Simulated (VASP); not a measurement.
Data:

```xyz
6
Lattice="3.6075 0.0000 0.0000 0.0000 5.8910 0.0000 0.0000 0.0000 24.8710" Properties=species:S:1:pos:R:3 pbc="T T T"
Na     2.2356     4.4183     8.4210
Na     0.2095     1.4728     9.8372
Na     1.1317     4.4183    11.6912
Na     2.4758     1.4728    13.1798
Na     3.3980     4.4183    15.0338
Na     1.3719     1.4728    16.4501
```

These are PBEsol GGA, VASP's PBE PAW potentials (set 64) (plane waves; VASP) values and carry that method's errors. Settings: PREC = Normal, 400 eV cut-off, 8×5×1 Γ-centred mesh, first-order Methfessel-Paxton smearing of 0.10 eV, potentials Na_pv.

Question: Predict the energy per atom (σ→0), band gap (on the k-mesh) with the smallest direct gap where there is one.

Answer: 
| Property | Result |
|---|---|
| band gap (on the k-mesh) | none (metal, semimetal or under 0.01 eV) |
| energy per atom (σ→0) | -1.286 eV/atom |

The cell is a thin slab with vacuum, built from Na (bcc): (211) face.
